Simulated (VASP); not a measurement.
A convergence study with VASP on IrO2 (rutile): one setting is varied, all else stays as given below, so the limit is that of these other settings. Each run relaxes cell and ions from the cell shown. The basis is that of the starting cell, so low cut-offs carry a Pulay error.

```
IrO2
1.0
    4.50000     0.00000     0.00000
    0.00000     4.50000     0.00000
    0.00000     0.00000     3.15000
Ir O
2 4
Direct
  0.00000   0.00000   0.00000
  0.50000   0.50000   0.50000
  0.30800   0.30800   0.00000
  0.80800   0.19200   0.50000
  0.19200   0.80800   0.50000
  0.69200   0.69200   0.00000
```

Level of theory: LDA (Ceperley-Alder, Perdew-Zunger), VASP's LDA PAW potentials (set 64) (plane waves; VASP 6.6.1). The tightest run used: 800 eV cut-off, 6×6×8 Γ-centred mesh, first-order Methfessel-Paxton smearing of 0.10 eV, potentials Ir O.

Question: The settings run are ENCUT = 250; ENCUT = 300; ENCUT = 350; ENCUT = 400; ENCUT = 450; ENCUT = 500; ENCUT = 550; ENCUT = 600; ENCUT = 650; ENCUT = 750; ENCUT = 800. From which on does the relaxed volume stay within 0.1 Å³/atom of the tightest run?

Answer: From ENCUT = 450 on: it is off by 0.032 there and by no more than 0.1 in any finer run, while ENCUT = 400 is off by 0.152.
```json
[
 {"setting": "ENCUT = 250", "relaxed volume (Å³/atom)": "8.856", "E (eV/atom)": "-9.0100", "plane waves": "600", "difference judged (Å³/atom)": "1.539"},
 {"setting": "ENCUT = 300", "relaxed volume (Å³/atom)": "9.514", "E (eV/atom)": "-8.4312", "plane waves": "776", "difference judged (Å³/atom)": "0.881"},
 {"setting": "ENCUT = 350", "relaxed volume (Å³/atom)": "9.973", "E (eV/atom)": "-8.2142", "plane waves": "968", "difference judged (Å³/atom)": "0.423"},
 {"setting": "ENCUT = 400", "relaxed volume (Å³/atom)": "10.244", "E (eV/atom)": "-8.1591", "plane waves": "1178", "difference judged (Å³/atom)": "0.152"},
 {"setting": "ENCUT = 450", "relaxed volume (Å³/atom)": "10.363", "E (eV/atom)": "-8.1404", "plane waves": "1403", "difference judged (Å³/atom)": "0.032"},
 {"setting": "ENCUT = 500", "relaxed volume (Å³/atom)": "10.395", "E (eV/atom)": "-8.1363", "plane waves": "1644", "difference judged (Å³/atom)": "0.001"},
 {"setting": "ENCUT = 550", "relaxed volume (Å³/atom)": "10.394", "E (eV/atom)": "-8.1366", "plane waves": "1896", "difference judged (Å³/atom)": "0.001"},
 {"setting": "ENCUT = 600", "relaxed volume (Å³/atom)": "10.388", "E (eV/atom)": "-8.1382", "plane waves": "2156", "difference judged (Å³/atom)": "0.008"},
 {"setting": "ENCUT = 650", "relaxed volume (Å³/atom)": "10.385", "E (eV/atom)": "-8.1396", "plane waves": "2425", "difference judged (Å³/atom)": "0.011"},
 {"setting": "ENCUT = 750", "relaxed volume (Å³/atom)": "10.393", "E (eV/atom)": "-8.1408", "plane waves": "3000", "difference judged (Å³/atom)": "0.003"},
 {"setting": "ENCUT = 800", "relaxed volume (Å³/atom)": "10.396", "E (eV/atom)": "-8.1410", "plane waves": "3308", "difference judged (Å³/atom)": "0.000"}
]
```

Left out are rungs that failed or repeat a setting and relaxations that didn't move; long series are thinned to 24 rows.

The compound is IrO2 in the rutile structure.
